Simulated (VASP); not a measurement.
Here is the system:

```
CELL_PARAMETERS angstrom
      0.00000     2.73905     2.73905
      2.73905     0.00000     2.73905
      2.73905     2.73905     0.00000
ATOMIC_POSITIONS crystal
  Eu 0.00000 0.00000 0.00000
```

These are PBEsol GGA, VASP's PBE PAW potentials (set 64) (plane waves; VASP 6.6.1) values and carry that method's errors. Settings: 400 eV cut-off, Gaussian smearing of 0.050 eV, potentials Eu_2.

The 4f electrons are frozen in the core of the lanthanide potential, so 4f levels, which can set the real gap, and their magnetism are missing.

Q: Give the energies of bands 4 to 7 at the high-symmetry points, in eV from the Fermi level.

A: 
```
band      Γ      X      U      L      W
----  -----  -----  -----  -----  -----
4     -3.98  -1.07  -0.33  -1.34  -0.08
5      2.50  -0.10   0.24   1.15   0.95
6      2.50   2.49   1.64   2.30   0.95
7      2.50   6.16   4.21   2.30   2.93
```

It has no gap at this level: it comes out as a metal or semimetal.

The structure was generated: Eu was put into the fcc type (Fm-3m), which need not be its known phase. It was relaxed first, which changed the volume by -16 %.
